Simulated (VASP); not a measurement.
These are LDA (Ceperley-Alder, Perdew-Zunger), VASP's LDA PAW potentials (set 64) (plane waves; VASP) values and carry that method's errors.

Input for VASP

### INCAR
```
LREAL  =  F   ! projection in real space or not
PREC  =  Accurate
ALGO  =  Normal   ! blocked Davidson
SYSTEM  =  CoSi
LWAVE  =  F
NELM  =  100   ! most electronic steps
LCHARG  =  F
ISMEAR  =  1
ISIF  =  3   ! ions, shape and volume
LMAXMIX  =  4   ! l cut-off of mixed one-centre charges
ENCUT  =  400   ! plane-wave cut-off (eV)
EDIFF  =  1E-6
EDIFFG  =  -0.02   ! ionic stop
IBRION  =  2   ! conjugate gradients
SIGMA  =  0.1   ! width (eV)
LASPH  =  T   ! aspherical one-centre terms
NSW  =  60   ! most ionic steps
```

KPOINTS:
```
Automatic
0
gamma
 7 7 7
```

File POSCAR:
```
CoSi
1
    4.3539625213     0.0000000000    -0.0000000000
    0.0000000000     4.3539625213    -0.0000000000
   -0.0000000000    -0.0000000000     4.3539625213
Co Si
4 4
Direct
  0.8544182159   0.6455817841   0.3544182159
  0.3544182159   0.8544182159   0.6455817841
  0.1455817841   0.1455817841   0.1455817841
  0.6455817841   0.3544182159   0.8544182159
  0.1568445336   0.3431554664   0.6568445336
  0.6568445336   0.1568445336   0.3431554664
  0.8431554664   0.8431554664   0.8431554664
  0.3431554664   0.6568445336   0.1568445336
```

POTCAR, in this order: Co Si (LDA.64 set). Program: vasp_std.

The resulting files:

### OSZICAR
```
       N       E                     dE             d eps       ncg     rms          rms(c)
DAV:   1     0.316684357140E+03    0.31668E+03   -0.18882E+04  1488   0.162E+03
DAV:   2    -0.378844482324E+02   -0.35457E+03   -0.34561E+03  1488   0.379E+02
DAV:   3    -0.671857952641E+02   -0.29301E+02   -0.28522E+02  1849   0.128E+02
DAV:   4    -0.683978113769E+02   -0.12120E+01   -0.12015E+01  1977   0.266E+01
DAV:   5    -0.684386396811E+02   -0.40828E-01   -0.40821E-01  2078   0.414E+00    0.290E+01
DAV:   6    -0.729185700136E+02   -0.44799E+01   -0.16350E+02  2152   0.151E+02    0.249E+01
DAV:   7    -0.626587135856E+02    0.10260E+02   -0.63243E+01  2064   0.108E+02    0.868E+00
DAV:   8    -0.627515245328E+02   -0.92811E-01   -0.39592E+00  1792   0.122E+01    0.308E+00
DAV:   9    -0.626502634855E+02    0.10126E+00   -0.35690E-01  2363   0.688E+00    0.123E+00
DAV:  10    -0.626444728325E+02    0.57907E-02   -0.19459E-02  2092   0.988E-01    0.472E-01
DAV:  11    -0.626422856097E+02    0.21872E-02   -0.62764E-03  2507   0.762E-01    0.869E-02
DAV:  12    -0.626422691132E+02    0.16496E-04   -0.31986E-04  1894   0.181E-01    0.467E-02
DAV:  13    -0.626422636723E+02    0.54409E-05   -0.83905E-05  2385   0.596E-02    0.182E-02
DAV:  14    -0.626422623741E+02    0.12982E-05   -0.15996E-05  2308   0.367E-02    0.760E-03
DAV:  15    -0.626422620620E+02    0.31213E-06   -0.76244E-07  1178   0.101E-02
   1 F= -.62642262E+02 E0= -.62642402E+02  d E =-.626423E+02
       N       E                     dE             d eps       ncg     rms          rms(c)
DAV:   1    -0.626559701663E+02   -0.13708E-01   -0.23551E-01  1560   0.619E+00    0.106E+00
DAV:   2    -0.626634466404E+02   -0.74765E-02   -0.32929E-01  2119   0.731E+00    0.105E+00
DAV:   3    -0.626424755873E+02    0.20971E-01   -0.13028E-01  2080   0.466E+00    0.214E-01
DAV:   4    -0.626420961041E+02    0.37948E-03   -0.38910E-03  1614   0.457E-01    0.695E-02
DAV:   5    -0.626420296569E+02    0.66447E-04   -0.24989E-04  2233   0.149E-01    0.393E-02
DAV:   6    -0.626420171207E+02    0.12536E-04   -0.33627E-05  2299   0.433E-02    0.119E-02
DAV:   7    -0.626420159180E+02    0.12028E-05   -0.90543E-06  2172   0.229E-02    0.285E-03
DAV:   8    -0.626420159837E+02   -0.65736E-07   -0.79192E-07  1038   0.102E-02
   2 F= -.62642016E+02 E0= -.62642136E+02  d E =0.246078E-03
       N       E                     dE             d eps       ncg     rms          rms(c)
DAV:   1    -0.626471771207E+02   -0.51612E-02   -0.78046E-02  1518   0.357E+00    0.605E-01
DAV:   2    -0.626497528180E+02   -0.25757E-02   -0.11028E-01  2121   0.423E+00    0.611E-01
DAV:   3    -0.626427087933E+02    0.70440E-02   -0.44057E-02  2098   0.268E+00    0.124E-01
DAV:   4    -0.626425699784E+02    0.13881E-03   -0.11548E-03  1614   0.255E-01    0.369E-02
DAV:   5    -0.626425496248E+02    0.20354E-04   -0.78154E-05  2212   0.817E-02    0.197E-02
DAV:   6    -0.626425462704E+02    0.33543E-05   -0.94998E-06  2128   0.221E-02    0.593E-03
DAV:   7    -0.626425458479E+02    0.42258E-06   -0.16783E-06  1033   0.121E-02
   3 F= -.62642546E+02 E0= -.62642677E+02  d E =-.283786E-03
```

OUTCAR:
```
------------------------ aborting loop because EDIFF is reached ----------------------------------------
  FORCE on cell =-STRESS in cart. coord.  units (eV):
  Direction    XX          YY          ZZ          XY          YZ          ZX
  --------------------------------------------------------------------------------------
  Total        0.0049181      0.0049181      0.0049181      0.0000000     -0.0000000      0.0000000
  in kB        0.0956640      0.0956640      0.0956640      0.0000000     -0.0000000      0.0000000
  external PRESSURE =       0.0956640 kB  Pullay stress =       0.0000000 kB
  volume of cell :       82.37
      direct lattice vectors                 reciprocal lattice vectors
     4.350971750 -0.000000000  0.000000000     0.229833715  0.000000000  0.000000000
    -0.000000000  4.350971750  0.000000000     0.000000000  0.229833715  0.000000000
    -0.000000000  0.000000000  4.350971750    -0.000000000 -0.000000000  0.229833715
 POSITION                                       TOTAL-FORCE (eV/Angst)
 -----------------------------------------------------------------------------------
      3.71741      2.80905      1.54192        -0.008249      0.008249     -0.008249
      1.54192      3.71741      2.80905        -0.008249     -0.008249      0.008249
      0.63356      0.63356      0.63356         0.008249      0.008249      0.008249
      2.80905      1.54192      3.71741         0.008249     -0.008249     -0.008249
      0.68253      1.49295      2.85802         0.001855     -0.001855      0.001855
      2.85802      0.68253      1.49295         0.001855      0.001855     -0.001855
      3.66844      3.66844      3.66844        -0.001855     -0.001855     -0.001855
      1.49295      2.85802      0.68253        -0.001855      0.001855      0.001855
 -----------------------------------------------------------------------------------
    total drift:                                0.000000      0.000000      0.000000
  FREE ENERGIE OF THE ION-ELECTRON SYSTEM (eV)
  ---------------------------------------------------
  free  energy   TOTEN  =       -62.6425458479 eV

  energy  without entropy=      -62.6429395050  energy(sigma->0) =      -62.64267707

 reached required accuracy - stopping structural energy minimisation
```
(Selected blocks of OUTCAR.)

CONTCAR:
```
CoSi
   1.00000000000000
     4.3509717504085055   -0.0000000000000000    0.0000000000000000
    -0.0000000000000000    4.3509717504085055    0.0000000000000000
    -0.0000000000000000    0.0000000000000000    4.3509717504085055
  Co              Si
     4     4
Direct
     0.8543854776169835    0.6456145223830165    0.3543854776169835
     0.3543854776169835    0.8543854776169835    0.6456145223830165
     0.1456145223830165    0.1456145223830165    0.1456145223830165
     0.6456145223830165    0.3543854776169835    0.8543854776169835
     0.1568689286224117    0.3431310713775882    0.6568689286224118
     0.6568689286224118    0.1568689286224117    0.3431310713775882
     0.8431310713775882    0.8431310713775882    0.8431310713775882
     0.3431310713775882    0.6568689286224118    0.1568689286224117
```

### OUTCAR
```
 val. band max:       12.7987567757   @ k =   0.1429   0.1429   0.1429

 cond. band min:      12.8282179769   @ k =   0.0000   0.0000   0.0000


 Fermi energy:        12.8147141582

 k-point     1 :       0.0000    0.0000    0.0000
  band No.  band energies     occupation
      1      -1.2239      2.00000
      2       4.4400      2.00000
      3       4.4400      2.00000
      4       4.4400      2.00000
      5       7.1315      2.00000
      6       7.1315      2.00000
      7       7.1315      2.00000
      8       8.8404      2.00000
      9       8.8404      2.00000
     10       8.8404      2.00000
     11       9.4980      2.00000
     12       9.5584      2.00000
     13       9.5584      2.00000
     14       9.8784      2.00000
     15       9.8784      2.00000
     16       9.8784      2.00000
     17      10.3888      2.00000
     18      10.3888      2.00000
     19      10.3888      2.00000
     20      11.8485      2.00000
     21      11.8485      2.00000
     22      11.8485      2.00000
     23      11.9857      2.00000
     24      11.9857      2.00000
     25      12.8282      0.77374
     26      12.8282      0.77374
     27      12.8282      0.77374
     28      15.5845      0.00000
     29      15.5845      0.00000
     30      15.5845      0.00000
     31      15.9274      0.00000

 k-point     2 :       0.1429    0.0000    0.0000
  band No.  band energies     occupation
      1      -1.0657      2.00000
      2       3.5013      2.00000
      3       4.5362      2.00000
      4       5.0883      2.00000
      5       6.6414      2.00000
      6       7.2233      2.00000
      7       7.7823      2.00000
      8       8.1837      2.00000
      9       8.5257      2.00000
     10       9.3590      2.00000
     11       9.4792      2.00000
     12       9.5856      2.00000
     13       9.7861      2.00000
     14       9.8252      2.00000
     15       9.8877      2.00000
     16       9.8899      2.00000
     17      10.2941      2.00000
...
```

The compound is CoSi in the B20 structure. This run relaxes it. Symmetry was kept, so distortions that lower it aren't found. The start is the result of an earlier pass. The run is not spin-polarised, so no magnetic state was tried.
